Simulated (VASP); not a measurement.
Here is the system:

```
CELL_PARAMETERS angstrom
      2.86418     0.00000     0.00000
      0.00000     2.86418     0.00000
      0.00000     0.00000     2.86418
ATOMIC_POSITIONS crystal
  Y  0.00000 0.00000 0.00000
  N  0.50000 0.50000 0.50000
```

Level of theory: r2SCAN meta-GGA, VASP's PBE PAW potentials (set 64) (plane waves; VASP). Numerical set-up: 520 eV cut-off, 8×8×8 Γ-centred mesh, Gaussian smearing of 0.050 eV, potentials Y_sv N.

Energy and stress use the plane-wave basis of the starting cell.

The ions, cell shape and volume are relaxed. Predict the relaxed structure.

```
CELL_PARAMETERS angstrom
      2.98118     0.00000     0.00000
      0.00000     2.98118     0.00000
      0.00000     0.00000     2.98118
ATOMIC_POSITIONS crystal
  Y  0.00000 0.00000 0.00000
  N  0.50000 0.50000 0.50000
```
Space group Pm-3m (221), at a tolerance of 0.03 Å.

How do energy and volume change from the first to the last step?

The energy (σ→0) changes by -107.6 meV/atom and the volume by +12.8 %, in 4 ionic steps.

The structure was generated: YN was put into the CsCl type (Pm-3m), which need not be its known phase. This run relaxes it. Symmetry was kept, so distortions that lower it aren't found.
